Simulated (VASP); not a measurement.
Here is the system:

```
AgI
1.0
    4.58183     0.00000     0.00000
    0.00000     4.58183     0.00000
    0.00000     0.00000     6.80954
Ag I
2 2
Direct
  0.00000   0.00000   0.00000
  0.50000   0.50000   0.00000
  0.00000   0.50000   0.72082
  0.50000   0.00000   0.27918
```

These are PBEsol GGA, VASP's PBE PAW potentials (set 64) (plane waves; VASP) values and carry that method's errors. Numerical set-up: 300 eV cut-off, 4×4×3 Γ-centred mesh, Fermi-Dirac smearing of 0.010 eV, potentials Ag I.

At this cut-off the stress carries a Pulay error, which pulls relaxed volumes low. Unless said otherwise, spin-orbit coupling is left out, though it shifts the bands of the heavy elements here.

Task: What does the run give for the energy per atom (σ→0), pressure, band gap (on the k-mesh) with the smallest direct gap where there is one?

Result: 
| Item | Value |
|---|---|
| band gap (on the k-mesh) | 1.38 eV |
| smallest direct gap (on the k-mesh) | 1.38 eV |
| energy per atom (σ→0) | -2.671 eV/atom |
| pressure | -3.69 GPa |

The structure comes from a computed database's AgI entry (P4/nmm); how it stands against other phases isn't given here. The cell was not relaxed at this level.
